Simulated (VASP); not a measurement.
# Ta₄Cu: nudged elastic band

Ta₄Cu, defect, 15 atoms in the cell. PBE, nudged elastic band; PAW potentials Ta_pv, Cu (PBE set).

Path: a Cu atom hops into a neighbouring Cu vacancy; Moving images: 1.

## Input

INCAR.step1:
```
SYSTEM = Ta4Cu
PREC = Normal
ENCUT = 300
EDIFF = 1E-6
ISMEAR = 1
SIGMA = 0.1
LREAL = .False.
LASPH = .True.
NELM = 100
ALGO = Normal
LWAVE = .False.
LCHARG = .False.
IBRION = 2
NSW = 100
ISIF = 2
EDIFFG = -0.02
POTIM = 0.5
KPAR = 8
```

INCAR.step3, as INCAR.step1 but for:
```
- IBRION = 2
- ISIF = 2
- EDIFFG = -0.02
- POTIM = 0.5
+ IBRION = 1
+ POTIM = 0.3
+ EDIFFG = -0.05
+ SPRING = -5
+ IMAGES = 1
```

KPOINTS:
```
k-points
0
Gamma
  4 4 4
```

00/POSCAR:
```
Ta4Cu
1.0
    0.0000000000      0.0000000000      8.4163400000
    4.0130140000     -4.0130140000      0.0000000000
    4.0130140000      4.0130140000     -8.4163400000
Ta Cu
12 3
Direct
    0.5000000000      0.0000000000      0.0000000000
    0.5000000000      0.0000000000      0.5000000000
    0.0000000000      0.5000000000      0.0000000000
    0.0000000000      0.5000000000      0.5000000000
    0.5008467478      0.2513346122      0.2513346122
    0.4991532522      0.2513346122      0.7486653878
    0.0018224766      0.7486653878      0.2513346122
    0.9981775234      0.7486653878      0.7486653878
    0.5008467478      0.7486653878      0.2513346122
    0.4991532522      0.7486653878      0.7486653878
    0.0018224766      0.2513346122      0.2513346122
    0.9981775234      0.2513346122      0.7486653878
    0.0000000000      0.0000000000      0.5000000000
    0.5000000000      0.5000000000      0.0000000000
    0.5000000000      0.5000000000      0.5000000000
```

01/POSCAR:
```
Ta4Cu
1.0
    0.0000000000      0.0000000000      8.4163400000
    4.0130140000     -4.0130140000      0.0000000000
    4.0130140000      4.0130140000     -8.4163400000
Ta Cu
12 3
Direct
    0.5144201327      0.0141939723      0.0141939723
    0.5579962105     -0.0236550435      0.5581146092
   -0.0237734422      0.5581146092     -0.0236550435
    0.0205412835      0.5203128724      0.5203128724
    0.5491419473      0.2674087601      0.2674087601
    0.5162118118      0.2676242226      0.7639948281
    0.0198412062      0.7639948281      0.2676242226
    1.0185664883      0.7660202333      0.7660202333
    0.5153935911      0.7639934222      0.2676249120
    0.5134638344      0.7660220809      0.7660220809
   -0.0140724949      0.2674069592      0.2674069592
    1.0117621013      0.2676249120      0.7639934222
    0.0205226134      0.0140188715      0.5203060821
    0.5142354028      0.5203060821      0.0140188715
    0.2657316311      0.2666132176      0.2666132176
```

02/POSCAR:
```
Ta4Cu
1.0
    0.0000000000      0.0000000000      8.4163400000
    4.0130140000     -4.0130140000      0.0000000000
    4.0130140000      4.0130140000     -8.4163400000
Ta Cu
12 3
Direct
    0.5333333333      0.0333333333      0.0333333333
    0.5333333333      0.0333333333      0.5333333333
    0.0333333333      0.5333333333      0.0333333333
    0.0333333333      0.5333333333      0.5333333333
    0.5315121238      0.2819993141      0.2819993141
    0.5351545428      0.2819993141      0.7846673526
    0.0324865043      0.7846673526      0.2819993141
    1.0341801624      0.7846673526      0.7846673526
    0.5315121238      0.7846673526      0.2819993141
    0.5351545428      0.7846673526      0.7846673526
    0.0324865043      0.2819993141      0.2819993141
    1.0341801624      0.2819993141      0.7846673526
    0.0333333333      0.0333333333      0.5333333333
    0.5333333333      0.5333333333      0.0333333333
    0.0333333333      0.0333333333      0.0333333333
```

POSCAR.step1:
```
Ta4Cu
1.0
    0.0000000000      0.0000000000      8.4163400000
    4.0130140000     -4.0130140000      0.0000000000
    4.0130140000      4.0130140000     -8.4163400000
Ta Cu
12 3
Direct
    0.5000000000      0.0000000000      0.0000000000
    0.5000000000      0.0000000000      0.5000000000
    0.0000000000      0.5000000000      0.0000000000
    0.0000000000      0.5000000000      0.5000000000
    0.5000000000      0.2500000000      0.2500000000
    0.5000000000      0.2500000000      0.7500000000
    0.0000000000      0.7500000000      0.2500000000
    0.0000000000      0.7500000000      0.7500000000
    0.5000000000      0.7500000000      0.2500000000
    0.5000000000      0.7500000000      0.7500000000
    0.0000000000      0.2500000000      0.2500000000
    0.0000000000      0.2500000000      0.7500000000
    0.0000000000      0.0000000000      0.5000000000
    0.5000000000      0.5000000000      0.0000000000
    0.5000000000      0.5000000000      0.5000000000
```

POSCAR.step2:
```
Ta4Cu
1.0
    0.0000000000      0.0000000000      8.4163400000
    4.0130140000     -4.0130140000      0.0000000000
    4.0130140000      4.0130140000     -8.4163400000
Ta Cu
12 3
Direct
    0.5000000000      0.0000000000      0.0000000000
    0.5000000000      0.0000000000      0.5000000000
    0.0000000000      0.5000000000      0.0000000000
    0.0000000000      0.5000000000      0.5000000000
    0.5000000000      0.2500000000      0.2500000000
    0.5000000000      0.2500000000      0.7500000000
    0.0000000000      0.7500000000      0.2500000000
    0.0000000000      0.7500000000      0.7500000000
    0.5000000000      0.7500000000      0.2500000000
    0.5000000000      0.7500000000      0.7500000000
    0.0000000000      0.2500000000      0.2500000000
    0.0000000000      0.2500000000      0.7500000000
    0.0000000000      0.0000000000      0.5000000000
    0.5000000000      0.5000000000      0.0000000000
    0.0000000000      0.0000000000      0.0000000000
```

Commands (each step's output is kept before the next begins):
```
cat potpaw_PBE.64/Ta_pv/POTCAR potpaw_PBE.64/Cu/POTCAR > POTCAR
cp INCAR.step1 INCAR
cp POSCAR.step1 POSCAR
mpirun -np 8 vasp_std > vasp.out
cp POSCAR.step2 POSCAR
mpirun -np 8 vasp_std > vasp.out
# 00 and 02 hold the relaxed ends; the images between are interpolated (pair-distance (IDPP))
cp INCAR.step3 INCAR
mpirun -np 8 vasp_std > vasp.out
```

## Result

- Barrier (eV): 3.070
- Barrier of the reverse step (eV): 3.070
- Energy of the second end over the first (eV): 0.000
- Top of the path (share of its length): 0.50
- Length of the path (Å): 4.37
- Steps of the band: 7
- Ionic steps, all stages: 15
- Electronic steps, all stages: 174

Energy along the relaxed band:

| Image | Distance along the path (Å) | Energy above the first end (eV) | Slope along the path (eV/Å) | Largest force across the path (eV/Å) |
|---|---|---|---|---|
| 0 | 0.000 | 0.000 | relaxed end |  |
| 1 | 2.187 | 3.070 | 0.016 | 0.046 |
| 2 | 4.373 | 0.000 | relaxed end |  |

The cell is Ta3Cu (16 atoms) with one Cu atom missing.

The two ends have the same energy within 0.01 eV.

Limits: the cell holds 15 atoms, so the vacancy or interstitial meets its own images and the barrier isn't that of a lone defect; the atom stays on the straight, symmetric line between the sites, so the barrier is an upper bound: a way around it wasn't tried; a single image in the middle can't show two humps with a dip between them, and says nothing of the springs.

VASP 6.6.1 took 879 s on 8 cores (AMD EPYC 7R13 (Zen 3)), a shared host.
